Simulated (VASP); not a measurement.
An input for Ansatz (written as the equivalent of a VASP run, and not itself run):

Ansatz 0.2 input:
```yaml
crystal:
  lattice:
    - [3.3610679, 0.0000000, 0.0000000]
    - [-1.6805340, 2.9107707, 0.0000000]
    - [0.0000000, 0.0000000, 5.5632596]
  atoms:
    - { symbol: B, position: [0.3333330, 0.6666670, 0.3746266] }
    - { symbol: B, position: [0.6666670, 0.3333330, 0.8746266] }
    - { symbol: As, position: [0.3333330, 0.6666670, 0.0003734] }
    - { symbol: As, position: [0.6666670, 0.3333330, 0.5003734] }
kpoints:
  mp_grid: { grid: [9, 9, 5] }
hamiltonian:
  xc: pbesol
  pseudopotentials: { kind: paw }
scf:
  occupations: { method: tetrahedron }
  max_iter: 100
output: { forces: true, stress: true, eigenvalues: true }
```

Q: Write the VASP files for the same calculation (PBEsol).

A: This is not unique; one that fits is 
### INCAR
```
# general
SYSTEM   =  BAs
PREC     =  Accurate
ENCUT    =  520
LREAL    =  F
LASPH    =  T

# electronic loop
EDIFF    =  1E-7
NELM     =  100
ALGO     =  Normal
LMAXMIX  =  4

# smearing
ISMEAR   =  -5

# functional
GGA      =  PS

# ions
ISIF     =  2

# output
LWAVE    =  F
LCHARG   =  T
LORBIT   =  11
NEDOS    =  601

# other
LEFG     =  T
```

File KPOINTS:
```
Automatic mesh
0
Gamma
9 9 5
0 0 0
```

### POSCAR
```
BAs
3.3610680
  0.9999999773   0.0000000000   0.0000000000
 -0.4999999886   0.8660255224   0.0000000000
  0.0000000000   0.0000000000   1.6552059124
B As
2 2
Direct
  0.3333330000   0.6666670000   0.3746266252
  0.6666670000   0.3333330000   0.8746266252
  0.3333330000   0.6666670000   0.0003733748
  0.6666670000   0.3333330000   0.5003733748
```

POTCAR, in this order: B As (PBE.64 set). Program: vasp_std.

Limits of the translation: each code has its own PAW files, so the cut-off isn't converted (ENCUT is set for VASP's; basis.ecutwfc is left out, and Ansatz then takes the one that its files recommend); Ansatz stops its SCF on the density residual and VASP on the energy change (EDIFF); the field gradients of LEFG aren't asked of the other code.

The structure comes from a computed database's BAs entry (P6_3mc); how it stands against other phases isn't given here. It was relaxed first.
